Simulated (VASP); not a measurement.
Crystal: Mg2ZnTeS2.

```
CELL_PARAMETERS angstrom
-1.94000 1.94000 8.23500
1.94000 -1.94000 8.23500
1.94000 1.94000 -8.23500
ATOMIC_POSITIONS crystal
Mg 0.83300 0.83300 0.00000
Mg 0.16700 0.16700 0.00000
Zn 0.50000 0.50000 0.00000
Te 0.00000 0.00000 0.00000
S 0.66700 0.66700 0.00000
S 0.33300 0.33300 0.00000
```

The cell was built by a generator and needn't be a form met in nature.

| Property | Result |
| --- | --- |
| Program | VASP 6.6.1 |
| Task | relaxation of cell and atoms |
| Functional | PBE |
| Potentials or basis | VASP PAW PBE potentials, release 64 (Mg, Zn, Te, S) |
| Cutoff | 520 eV |
| k mesh | 5 × 5 × 5 |
| Occupations | gaussian, width 0.15 eV |
| Spin | no spin polarisation |

At the start: pressure -0.8 GPa; volume 20.66 Å³/atom.

Question: How do energy, volume and symmetry change on relaxing?

Answer: Over 9 steps the energy falls by 53.4 meV/atom and the volume is 20.64 Å³/atom (-0.1 %); space group I4/mmm (No. 139, to 0.05 Å).

The path:
| step | energy change (eV) | largest force (eV/Å) | pressure (GPa) | volume (Å³) |
| --- | --- | --- | --- | --- |
| 1 | 0.0000 | 1.0557 | -0.77 | 123.97 |
| 2 | -0.1284 | 0.7841 | -0.23 | 122.17 |
| 3 | -0.2439 | 0.3100 | 2.35 | 118.22 |
| 4 | -0.3116 | 0.2186 | 0.07 | 123.92 |
| 5 | -0.3097 | 0.2035 | -1.19 | 125.33 |
| 6 | -0.3114 | 0.2067 | -0.83 | 124.63 |
| 7 | -0.3117 | 0.2148 | -0.48 | 124.32 |
| 8 | -0.3117 | 0.2060 | -0.67 | 124.44 |
| 9 | -0.3206 | 0.0552 | -0.05 | 123.83 |

Final structure:
```
Mg Zn Te S
1.0
    -1.88962    1.88962    8.66986
     1.88962   -1.88962    8.66986
     1.88962    1.88962   -8.66986
Mg Zn Te S
2 1 1 2
Direct
  0.81772 0.81772 0.00000
  0.18228 0.18228 0.00000
  0.50000 0.50000 0.00000
  0.00000 0.00000 0.00000
  0.67178 0.67178 0.00000
  0.32822 0.32822 0.00000
```

Caveat: the k mesh is coarse (spacing up to 0.46 Å⁻¹), so the values aren't converged.
